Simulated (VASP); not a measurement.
GaSb, 2 atoms in the cell. The structure is cubic, space group F-43m (No. 216). Conventional cell: a = 6.115 Å, b = 6.115 Å, c = 6.115 Å, α = 90.00°, β = 90.00°, γ = 90.00°. Ga (site symmetry -43m) is surrounded by 4 Sb at 2.65 Å. Sb (site symmetry -43m) has 4 Ga at 2.65 Å as nearest neighbours. The cell was built by a generator and needn't be a form met in nature.

| Quantity | Value |
| --- | --- |
| Program | VASP 6.6.1 |
| Task | band structure |
| Functional | PBE0 |
| Potentials or basis | VASP PAW PBE potentials, release 64 (Ga_d, Sb) |
| Cutoff | 520 eV |
| k mesh | 6 × 6 × 6 |
| Occupations | gaussian, width 0.03 eV |
| Spin | no spin polarisation |
| Grid for exact exchange (PRECFOCK) | Fast |
| Exchange at q = 0 | truncated |
| Further INCAR settings | ALGO = Normal; EDIFF = 1e-06; NBANDS = 16 |

Potentials or basis: VASP PAW PBE potentials, release 64 (Ga_d, Sb).

Launch:

```bash
$ cat potpaw_PBE.64/Ga_d/POTCAR potpaw_PBE.64/Sb/POTCAR > POTCAR
$ cp INCAR.step1 INCAR
$ mpirun -np 2 vasp_std > vasp.out
$ cp INCAR.step2 INCAR
$ mpirun -np 2 vasp_std > vasp.out
```

Hardware: 2 MPI ranks on Intel(R) Xeon(R) Platinum 8488C (Sapphire Rapids), on a shared host.

Estimate the wall time of this run.

It took 14 min on 2 MPI ranks on Intel(R) Xeon(R) Platinum 8488C (Sapphire Rapids), on a shared host, peak memory 0.23 GiB a rank. Counts: scf iterations 17, k points 16.
